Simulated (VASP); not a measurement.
# Be2Co (Fmmm) in VASP: equation of state

How stiff is Be2Co in PBE, and what volume does it want? The cell is scaled to several volumes.

Program: VASP 6.6.1. These are calculated values, not measurements. Logs are shortened: lines on timing, memory, paths and dates and some standing lists are left out, and cuts for length are marked.

## Step 1: Starting point

Symmetry: Fmmm, No. 69, orthorhombic system. Conventional cell: a = 2.677 Å, b = 3.839 Å, c = 10.665 Å, α = 90.00°, β = 90.00°, γ = 90.00°. Co (site symmetry mmm) is surrounded by 4 Be at 2.20 Å and 4 Co at 2.34 Å. Around Be (site symmetry mm2) lie 2 Co at 2.20 Å and 6 Be at 2.27 to 2.34 Å.

The cell comes from a database or a generator and needn't be the stable form of this composition.

## Step 2: Equation of state, PBE, collinear spin, ferromagnetic start, 8.59 Å³/atom (volume scaled by 0.94)

INCAR reads:

```
SYSTEM = Be2Co
  PREC = Accurate
  ENCUT = 520
  EDIFF = 1E-7
  ISMEAR = -1
  SIGMA = 0.05
  LREAL = .False.
  LASPH = .True.
  NELM = 150
  ALGO = Normal
  ISIF = 2
  LWAVE = .False.
  LCHARG = .False.
  ISPIN = 2
  MAGMOM = 2 0 0
  LORBIT = 11
  LMAXMIX = 4
  GGA = PE
  NBANDS = 18
```

KPOINTS reads:

```
Automatic mesh
0
Gamma
  12 12 12
  0 0 0
```

POSCAR reads:

```
Be2Co
1.0
    0.0000000000      1.8803076990      5.2236850469
    1.3111701290      0.0000000000      5.2236850469
    1.3111701290      1.8803076990      0.0000000000
Co Be
1 2
Direct
    0.0000000000      0.0000000000      0.0000000000
    0.6639420000      0.6639420000      0.3360580000
    0.3360580000      0.3360580000      0.6639420000
```

Potentials or basis: VASP PAW PBE potentials, release 64 (Co, Be).

Command:

```sh
cat potpaw_PBE.64/Co/POTCAR potpaw_PBE.64/Be/POTCAR > POTCAR
mpirun -np 1 vasp_std > vasp.out
```

OUTCAR:

```text
SYSTEM = Be2Co
   PREC = Accurate
   ENCUT = 520
   EDIFF = 1E-7
   ISMEAR = -1
   LREAL = .False.
   LASPH = .True.
   NELM = 150
   ISIF = 2
   ISPIN = 2
   LORBIT = 11
   GGA = PE

 Found    280 irreducible k-points:

 Following reciprocal coordinates:
            Coordinates               Weight
  0.000000  0.000000  0.000000      1.000000
  0.083333  0.000000  0.000000      8.000000
  0.166667  0.000000  0.000000      8.000000
  0.250000 -0.000000 -0.000000      8.000000
  0.333333 -0.000000 -0.000000      8.000000
  0.416667 -0.000000  0.000000      8.000000
   k-points           NKPTS =    280   k-points in BZ     NKDIM =    280   number of bands    NBANDS=     18
   number of dos      NEDOS =    301   number of ions     NIONS =      3
   total plane-waves  NPLWV =  30240
   dimension x,y,z NGX =    42 NGY =   40 NGZ =   18
   dimension x,y,z NGXF=    84 NGYF=   80 NGZF=   36
   ions per type =               1   2
   NGX,Y,Z   is equivalent  to a cutoff of  12.58, 12.35, 13.05 a.u.
   NGXF,Y,Z  is equivalent  to a cutoff of  25.15, 24.69, 26.11 a.u.
 SYSTEM =  Be2Co
   PREC   = accura    normal or accurate (medium, high low for compatibility)
   ISTART =      0    job   : 0-new  1-cont  2-samecut
   ICHARG =      2    charge: 1-file 2-atom 10-const
   ISPIN  =      2    spin polarized calculation?
   LNONCOLLINEAR =      F non collinear calculations
   LSORBIT =      F    spin-orbit coupling
   LASPH  =      T    aspherical Exc in radial PAW
   ENCUT  =  520.0 eV  38.22 Ry    6.18 a.u.  10.32 10.01  4.26*2*pi/ulx,y,z
   NELM   =    150;   NELMIN=  2; NELMDL= -5     # of ELM steps
   EDIFF  = 0.1E-06   stopping-criterion for ELM
   LREAL  =      F    real-space projection
   EDIFFG = 0.1E-05   stopping-criterion for IOM
   NSW    =      0    number of steps for IOM
   IBRION =     -1    ionic relax: 0-MD 1-quasi-New 2-CG
   NFREE  =      0    steps in history (QN), initial steepest desc. (CG)
   ISIF   =      2    stress and relaxation
   ISYM   =      2    0-nonsym 1-usesym 2-fastsym
   POTIM  = 0.5000    time-step for ionic-motion
   TEBEG  =    0.0;   TEEND  =   0.0 temperature during run
   PSTRESS=    0.0 pullay stress
   NELECT =      13.0000    total number of electrons
   NUPDOWN=      -1.0000    fix difference up-down
   EMIN   =  10.00;   EMAX   =-10.00  energy-range for DOS
   EFERMI =   0.00;   METHOD = LEGACY
   ISMEAR =    -1;   SIGMA  =   0.05  broadening in eV -4-tet -1-fermi 0-gaus
   EFERMI_NEDOS =   21; number of points for ismear=-14 and -15
   IALGO  =     38    algorithm
   IMIX   =      4    mixing-type and parameters
     AMIX     =   0.40;   BMIX     =  1.00
     AMIX_MAG =   1.60;   BMIX_MAG =  1.00
  volume/ion in A,a.u.               =       8.59        57.94
  Fermi-wavevector in a.u.,A,eV,Ry     =   1.303440  2.463144 23.115689  1.698955
  Thomas-Fermi vector in A             =   2.434442
   LORBIT       =     11    0 simple, 1 ext, 2 COOP (PROOUT), +10 PAW based schemes
   GGA     = PE    functional components
   LHFCALC =     F    Hartree Fock is set to
   AEXX    =    0.0000 exact exchange contribution
   IVDW    =     0    specifies the selected vdW correction
   LEPSILON=     F    determine dielectric tensor
   LRPA    =     F    only Hartree local field effects (RPA)
 spin polarized calculation
  energy-cutoff  :      520.00
  volume of cell :       25.76
 maximum number of plane-waves:       705
 NGX is ok and might be reduce to    42
   NGX = 21   NGY = 19   NGZ =  9

 number of electron      12.9999999 magnetization       0.6090983

 Free energy of the ion-electron system (eV)
  ---------------------------------------------------
  ext. energy  EPLUGINS =         0.00000000
  ---------------------------------------------------
  free energy    TOTEN  =       -14.57074558 eV

  energy without entropy =      -14.55332496  energy(sigma->0) =      -14.56203527

 E-fermi :   8.5757     XC(G=0): -11.8626

 val. band max:        8.5716800496   @ k =   0.4167  -0.1667   0.2500
 cond. band min:       8.5767021845   @ k =  -0.3333   0.0833   0.4167
 fundamental gap:      0.0050221349
 Fermi energy:         8.5757482474

 spin component 1

 k-point     1 :       0.0000    0.0000    0.0000
  band No.  band energies     occupation
      1      -1.8606      1.00000
      2       1.9787      1.00000
      3       3.1138      1.00000
      4       5.4845      1.00000
      5       5.9797      1.00000
      6       7.3756      1.00000
      7       7.7383      1.00000
      8       8.0365      0.99998
      9      17.8789      0.00000
     10      20.7093      0.00000
     11      21.5826      0.00000
     12      23.8737      0.00000
     13      24.0668      0.00000
     14      25.0407      0.00000
     15      28.9583      0.00000
     16      30.9112      0.00000
     17      32.5691      0.00000
     18      33.4437      0.00000

 k-point     2 :       0.0833    0.0000    0.0000
  band No.  band energies     occupation
      1      -1.6632      1.00000
      2       2.1156      1.00000
      3       3.2556      1.00000
      4       5.5077      1.00000
      5       6.0767      1.00000
      6       7.3694      1.00000
      7       7.7208      1.00000
      8       8.0037      0.99999
      9      17.8542      0.00000
     10      20.7454      0.00000
     11      20.9257      0.00000
     12      22.9583      0.00000
     13      23.1196      0.00000
     14      24.5221      0.00000
     15      30.4165      0.00000
     16      31.0556      0.00000
     17      31.7839      0.00000
     18      33.6853      0.00000

 k-point     3 :       0.1667    0.0000    0.0000
  band No.  band energies     occupation
      1      -1.0829      1.00000
      2       2.4810      1.00000
      3       3.6769      1.00000
      4       5.5215      1.00000
      5       6.3286      1.00000
      6       7.4098      1.00000
      7       7.7275      1.00000
      8       7.9322      1.00000
      9      17.2513      0.00000
     10      18.9651      0.00000
     11      20.4036      0.00000
     12      21.8534      0.00000
     13      22.1353      0.00000
     14      24.0550      0.00000
     15      28.8779      0.00000
     16      30.3048      0.00000
     17      31.8822      0.00000
     18      33.2901      0.00000

 k-point     4 :       0.2500   -0.0000   -0.0000
  band No.  band energies     occupation
      1      -0.1551      1.00000
      2       2.9731      1.00000
      3       4.2654      1.00000
      4       5.5297      1.00000
      5       6.5181      1.00000
      6       7.6053      1.00000
      7       7.8410      1.00000
      8       7.9806      0.99999
      9      15.0312      0.00000
     10      17.6631      0.00000
     11      18.9291      0.00000
     12      21.5515      0.00000
     13      22.3285      0.00000
     14      23.6353      0.00000
     15      25.8598      0.00000
     16      28.5146      0.00000
     17      30.0168      0.00000
     18      33.4087      0.00000

 k-point     5 :       0.3333   -0.0000   -0.0000
  band No.  band energies     occupation
      1       1.0569      1.00000
      2       3.4814      1.00000
      3       4.6063      1.00000
      4       5.7815      1.00000
      5       6.4670      1.00000
      6       7.7876      1.00000
      7       7.9300      1.00000
      8       8.4701      0.89223
      9      13.0796      0.00000
     10      15.3672      0.00000
     11      18.9815      0.00000
     12      20.7444      0.00000
     13      21.8889      0.00000
     14      22.8986      0.00000
     15      24.6669      0.00000
     16      26.6068      0.00000
     17      29.0452      0.00000
     18      32.5837      0.00000

 k-point     6 :       0.4167   -0.0000    0.0000
  band No.  band energies     occupation
      1       2.4035      1.00000
      2       3.8758      1.00000
      3       4.6469      1.00000
      4       5.6634      1.00000
      5       6.6440      1.00000
      6       7.7487      1.00000
      7       8.1081      0.99991
      8       8.6937      0.08635
      9      12.6870      0.00000
     10      13.6618      0.00000
     11      17.6201      0.00000
     12      20.5227      0.00000
     13      21.4258      0.00000
     14      22.2780      0.00000
     15      23.6054      0.00000
     16      26.6130      0.00000
     17      28.7194      0.00000
     18      31.5867      0.00000

 [... further k-points ...]

 spin component 2

 k-point     1 :       0.0000    0.0000    0.0000
  band No.  band energies     occupation
      1      -1.8561      1.00000
      2       2.0575      1.00000
      3       3.0740      1.00000
      4       5.9485      1.00000
      5       6.3783      1.00000
      6       8.1857      0.99959
      7       8.3574      0.98748
      8       8.9050      0.00138
      9      17.8765      0.00000
     10      20.8533      0.00000
     11      21.5835      0.00000
     12      23.8537      0.00000
     13      24.0626      0.00000
     14      25.0061      0.00000
     15      28.9537      0.00000
     16      30.9157      0.00000
     17      32.5656      0.00000
     18      33.4931      0.00000

 k-point     2 :       0.0833    0.0000    0.0000
  band No.  band energies     occupation
      1      -1.6585      1.00000
      2       2.1814      1.00000
      3       3.2440      1.00000
      4       5.9687      1.00000
      5       6.4746      1.00000
      6       8.1536      0.99978
      7       8.3514      0.98886
      8       8.8607      0.00334
      9      17.8689      0.00000
     10      20.7749      0.00000
     11      21.0297      0.00000
     12      22.9559      0.00000
     13      23.1055      0.00000
     14      24.4971      0.00000
     15      30.4172      0.00000
     16      31.0538      0.00000
     17      31.8434      0.00000
     18      33.6943      0.00000

 k-point     3 :       0.1667    0.0000    0.0000
  band No.  band energies     occupation
      1      -1.0771      1.00000
      2       2.5217      1.00000
      3       3.7406      1.00000
      4       5.9703      1.00000
      5       6.7410      1.00000
      6       8.0967      0.99993
      7       8.3949      0.97382
      8       8.7561      0.02642
      9      17.2976      0.00000
     10      18.9980      0.00000
     11      20.4369      0.00000
     12      21.9131      0.00000
     13      22.1289      0.00000
     14      24.0425      0.00000
     15      28.9103      0.00000
     16      30.3886      0.00000
     17      31.9301      0.00000
     18      33.2816      0.00000

 k-point     4 :       0.2500   -0.0000   -0.0000
  band No.  band energies     occupation
      1      -0.1455      1.00000
      2       3.0168      1.00000
      3       4.4360      1.00000
      4       5.9417      1.00000
      5       6.9607      1.00000
      6       8.2118      0.99931
      7       8.5666      0.54559
      8       8.6520      0.17884
      9      15.1068      0.00000
     10      17.7297      0.00000
     11      18.9719      0.00000
     12      21.5428      0.00000
     13      22.3606      0.00000
     14      23.6452      0.00000
     15      25.9285      0.00000
     16      28.6075      0.00000
     17      30.0615      0.00000
     18      33.3945      0.00000

 k-point     5 :       0.3333   -0.0000   -0.0000
  band No.  band energies     occupation
      1       1.0780      1.00000
      2       3.5894      1.00000
      3       4.9221      1.00000
      4       6.0566      1.00000
      5       6.8571      1.00000
      6       8.5235      0.73976
      7       8.6680      0.13656
      8       8.8658      0.00301
      9      13.2032      0.00000
     10      15.4811      0.00000
     11      19.0351      0.00000
     12      20.7632      0.00000
     13      21.9185      0.00000
     14      22.9154      0.00000
     15      24.7262      0.00000
     16      26.6854      0.00000
     17      29.0926      0.00000
     18      32.5716      0.00000

 k-point     6 :       0.4167   -0.0000    0.0000
  band No.  band energies     occupation
      1       2.4636      1.00000
      2       4.0975      1.00000
      3       5.0006      1.00000
      4       5.8356      1.00000
      5       6.7905      1.00000
      6       8.4631      0.90492
      7       8.9509      0.00055
      8       9.0910      0.00003
      9      12.7863      0.00000
     10      13.8513      0.00000
     11      17.7192      0.00000
     12      20.5673      0.00000
     13      21.4456      0.00000
     14      22.2923      0.00000
     15      23.6673      0.00000
     16      26.6527      0.00000
     17      28.7642      0.00000
     18      31.5855      0.00000

 [... further k-points ...]
[... 5 lines left out ...]
  --------------------------------------------------------------------------------------
  -------------------------------------------------------------------------------------
  Total        1.4999972      1.4422145      1.4494769      0.0000000      0.0000000      0.0000000
  in kB       93.3052508     89.7109594     90.1627030      0.0000000      0.0000000      0.0000000
  external PRESSURE =      91.0596377 kB  Pullay stress =       0.0000000 kB

 VOLUME and BASIS-vectors are now :
 -----------------------------------------------------------------------------
  energy-cutoff  :      520.00
  volume of cell :       25.76
      direct lattice vectors                 reciprocal lattice vectors
     0.000000000  1.880307699  5.223685047    -0.381338767  0.265913925  0.095717869
     1.311170129  0.000000000  5.223685047     0.381338767 -0.265913925  0.095717869
     1.311170129  1.880307699  0.000000000     0.381338767  0.265913925 -0.095717869

 POSITION                                       TOTAL-FORCE (eV/Angst)
 -----------------------------------------------------------------------------------
      0.00000      0.00000      0.00000         0.000000     -0.000000     -0.000000
      1.31117      1.88031      6.93645         0.000000      0.000000      0.153302
      1.31117      1.88031      3.51092         0.000000      0.000000     -0.153302
 -----------------------------------------------------------------------------------
    total drift:                               -0.000000      0.000000     -0.000000

  FREE ENERGIE OF THE ION-ELECTRON SYSTEM (eV)
  ---------------------------------------------------
  free  energy   TOTEN  =       -14.5707455845 eV

  energy  without entropy=      -14.5533249605  energy(sigma->0) =      -14.56203527

 total charge

# of ion       s       p       d       tot
------------------------------------------
    1        0.537   0.667   7.449   8.653
    2        0.422   0.697   0.000   1.119
    3        0.422   0.697   0.000   1.119
--------------------------------------------------
tot          1.381   2.061   7.449  10.891

 magnetization (x)

# of ion       s       p       d       tot
------------------------------------------
    1        0.000  -0.010   0.638   0.628
    2       -0.001  -0.009   0.000  -0.010
    3       -0.001  -0.009   0.000  -0.010
--------------------------------------------------
tot         -0.001  -0.028   0.638   0.609
```

Run time: 5.9 min. Hardware: 1 thread of AMD EPYC 9R45 (Zen 5), shared host; peak memory 0.32 GiB.

What came out:

| Item | Value |
| --- | --- |
| Free energy | -14.5707 eV |
| Pressure | 9.1 GPa |
| Largest force | 0.153 eV/Å |
| Band gap on the k mesh | none (metal or under the smearing width) |
| Net moment | 0.61 μB per cell |
| Site moments | Co +0.63; Be -0.01 μB |
| Valence electrons inside the program's atomic spheres | Co 8.65; Be 1.12 |

## Step 3: Equation of state, PBE, collinear spin, ferromagnetic start, 8.77 Å³/atom (volume scaled by 0.96)

INCAR reads:

```
PREC = Accurate
ENCUT = 520
EDIFF = 1E-7
ISMEAR = -1
SIGMA = 0.05
LREAL = False
LASPH = True
NELM = 100
ALGO = Normal
ISIF = 2
LWAVE = False
LCHARG = False
ISPIN = 2
MAGMOM = 2 0 0
LORBIT = 11
LMAXMIX = 4
GGA = PE
NBANDS = 18
```

KPOINTS reads:

```
Automatic mesh
0
Gamma
  12 12 12
```

POSCAR reads:

```
Be2Co
1.0
    0.0000000000      1.8935497388      5.2604727734
    1.3204040257      0.0000000000      5.2604727734
    1.3204040257      1.8935497388      0.0000000000
Co Be
1 2
Direct
    0.0000000000      0.0000000000      0.0000000000
    0.6639420000      0.6639420000      0.3360580000
    0.3360580000      0.3360580000      0.6639420000
```

Potentials or basis: VASP PAW PBE potentials, release 64 (Co, Be).

Command:

```sh
cat potpaw_PBE.64/Co/POTCAR potpaw_PBE.64/Be/POTCAR > POTCAR
mpirun -np 1 vasp_std > vasp.out
```

Run time: 5.7 min. Hardware: 1 thread of AMD EPYC 9R45 (Zen 5), shared host; peak memory 0.33 GiB.

The run converged. Its results:

```yaml
Free_energy: -14.5953 eV
Pressure: 5.3 GPa
Largest_force: 0.103 eV/Å
Band_gap_on_the_k_mesh: none (metal or under the smearing width)
Net_moment: 0.70 μB per cell
Site_moments: Co +0.72; Be -0.01 μB
Valence_electrons_inside_the_program's_atomic_spheres: Co 8.60; Be 1.10
```

## Step 4: Equation of state, PBE, collinear spin, ferromagnetic start, 8.95 Å³/atom (volume scaled by 0.98)

INCAR reads:

```
ALGO = Normal ; EDIFF = 1E-7
ENCUT = 520 ; GGA = PE
ISIF = 2 ; ISMEAR = -1
ISPIN = 2 ; LASPH = True
LCHARG = False ; LMAXMIX = 4
LORBIT = 11 ; LREAL = False
LWAVE = False ; MAGMOM = 2 0 0
NBANDS = 18 ; NELM = 100
PREC = Accurate ; SIGMA = 0.05
```

KPOINTS reads:

```
k-points
0
Gamma
  12 12 12
```

POSCAR reads:

```
Be2Co
1.0
    0.0000000000      1.9066091152      5.2967530424
    1.3295105481      0.0000000000      5.2967530424
    1.3295105481      1.9066091152      0.0000000000
Co Be
1 2
Direct
    0.0000000000      0.0000000000      0.0000000000
    0.6639420000      0.6639420000      0.3360580000
    0.3360580000      0.3360580000      0.6639420000
```

Command:

```sh
cat potpaw_PBE.64/Co/POTCAR potpaw_PBE.64/Be/POTCAR > POTCAR
mpirun -np 1 vasp_std > vasp.out
```

It took 11 min on 1 thread of AMD EPYC 9R45 (Zen 5), shared host; peak memory 0.33 GiB.

It converged, with:

| Property | Result |
| --- | --- |
| Free energy | -14.6079 eV |
| Pressure | 2.5 GPa |
| Largest force | 0.100 eV/Å |
| Band gap on the k mesh | none (metal or under the smearing width) |
| Net moment | 0.95 μB per cell |
| Site moments | Co +0.97; Be -0.01 μB |
| Valence electrons inside the program's atomic spheres | Co 8.55; Be 1.08 |

## Step 5: Equation of state, PBE, collinear spin, ferromagnetic start, 9.32 Å³/atom (volume scaled by 1.02)

INCAR reads:

```
ALGO = Normal
EDIFF = 1E-7
ENCUT = 520
GGA = PE
ISIF = 2
ISMEAR = -1
ISPIN = 2
LASPH = True
LCHARG = False
LMAXMIX = 4
LORBIT = 11
LREAL = False
LWAVE = False
MAGMOM = 2 0 0
NBANDS = 18
NELM = 150
PREC = Accurate
SIGMA = 0.05
```

KPOINTS is that of step 4.

POSCAR reads:

```
Be2Co
1.0
    0.0000000000      1.9322042380      5.3678588835
    1.3473584570      0.0000000000      5.3678588835
    1.3473584570      1.9322042380      0.0000000000
Co Be
1 2
Direct
    0.0000000000      0.0000000000      0.0000000000
    0.6639420000      0.6639420000      0.3360580000
    0.3360580000      0.3360580000      0.6639420000
```

Command:

```sh
cat potpaw_PBE.64/Co/POTCAR potpaw_PBE.64/Be/POTCAR > POTCAR
mpirun -np 1 vasp_std > vasp.out
```

Run time: 6.6 min. Hardware: 1 thread of AMD EPYC 9R45 (Zen 5), shared host; peak memory 0.33 GiB.

The run converged. Its results:

| Item | Value |
| --- | --- |
| Free energy | -14.6045 eV |
| Pressure | -3.4 GPa |
| Largest force | 0.031 eV/Å |
| Band gap on the k mesh | none (metal or under the smearing width) |
| Net moment | 1.09 μB per cell |
| Site moments | Co +1.11; Be -0.01 μB |
| Valence electrons inside the program's atomic spheres | Co 8.46; Be 1.04 |

(Continued in part 2 of 2.)
